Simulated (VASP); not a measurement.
Here is the system:

```yaml
crystal:
  lattice:
    - [4.47038, 0.00000, 0.00000]
    - [0.00000, 4.47038, 0.00000]
    - [0.00000, 0.00000, 2.98718]
  atoms:
    - { symbol: Mg, position: [0.00000, 0.00000, 0.00000] }
    - { symbol: Mg, position: [0.50000, 0.50000, 0.50000] }
    - { symbol: H, position: [0.30413, 0.30413, 0.00000] }
    - { symbol: H, position: [0.80413, 0.19587, 0.50000] }
    - { symbol: H, position: [0.19587, 0.80413, 0.50000] }
    - { symbol: H, position: [0.69587, 0.69587, 0.00000] }
```

All values below come from PBE GGA with D4 dispersion, VASP's PBE PAW potentials (set 64) (plane waves; VASP 6.6.1). Run with 520 eV cut-off, Gaussian smearing of 0.050 eV, potentials Mg H.

Problem. Give the energies of bands 1 to 7 at the high-symmetry points, in eV from the valence-band maximum.

Solution. 
```csv
band,Γ,X,M,Z,R,A
1,-6.56,-4.92,-3.81,-3.08,-2.31,-1.91
2,-1.48,-4.92,-3.81,-3.08,-2.31,-1.91
3,-1.48,-0.52,-2.81,-0.09,-1.11,-0.98
4,-0.43,-0.52,-2.81,-0.09,-1.11,-0.98
5,4.71,5.39,9.19,6.47,5.24,3.93
6,5.12,5.39,9.19,6.47,5.24,3.93
7,9.30,10.20,9.32,6.87,6.90,4.18
```

The gap is indirect, 3.76 eV, from the valence maximum at M-Γ at 0.67 to the conduction minimum at A-Z at 0.22.

The compound is MgH2 in the rutile structure. It was relaxed first.
